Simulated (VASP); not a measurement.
Level of theory: PBE GGA, VASP's PBE PAW potentials (set 64) (plane waves; VASP 6.6.1).

VASP input:

### INCAR
```
! general
SYSTEM  = Gd
PREC    = Accurate
ENCUT   = 400   ! plane-wave cut-off (eV)
LREAL   = .False.
LASPH   = .True.

! electronic loop
EDIFF   = 1E-6   ! SCF stop (eV)
NELM    = 100
ALGO    = Normal   ! blocked Davidson
LMAXMIX = 6   ! l cut-off of mixed one-centre charges

! smearing
ISMEAR  = 1   ! Methfessel-Paxton
SIGMA   = 0.1   ! width (eV)

! functional
GGA     = PE

! ions
ISIF    = 2   ! forces and stress, cell fixed

! output
LWAVE   = .False.
LCHARG  = .False.
```

### KPOINTS
```
kpoints
0
G
10 10 6
0 0 0
```

POSCAR:
```
Gd
1
    1.8513000000    -3.2065450000     0.0000000000
    1.8513000000     3.2065450000     0.0000000000
    0.0000000000     0.0000000000     5.8956000000
Gd
2
Direct
  0.3333330000   0.6666670000   0.2500000000
  0.6666670000   0.3333330000   0.7500000000
```

POTCAR, in this order: Gd_3 (PBE.64 set). Program: vasp_std.

What will the output report for the number of irreducible k-points (NKPTS), number of bands (NBANDS), largest plane-wave count, number of space-group operations, FFT grid (NGX, NGY, NGZ)?

| Quantity | Result |
|---|---|
| number of irreducible k-points (NKPTS) | 56 |
| number of bands (NBANDS) | 13 |
| largest plane-wave count | 1294 |
| number of space-group operations | 24 |
| FFT grid (NGX, NGY, NGZ) | 24 × 24 × 40 |

The compound is Gd in the hcp structure. The cell was not relaxed at this level. The 4f electrons are frozen in the core of the lanthanide potential, so 4f levels, which can set the real gap, and their magnetism are missing.
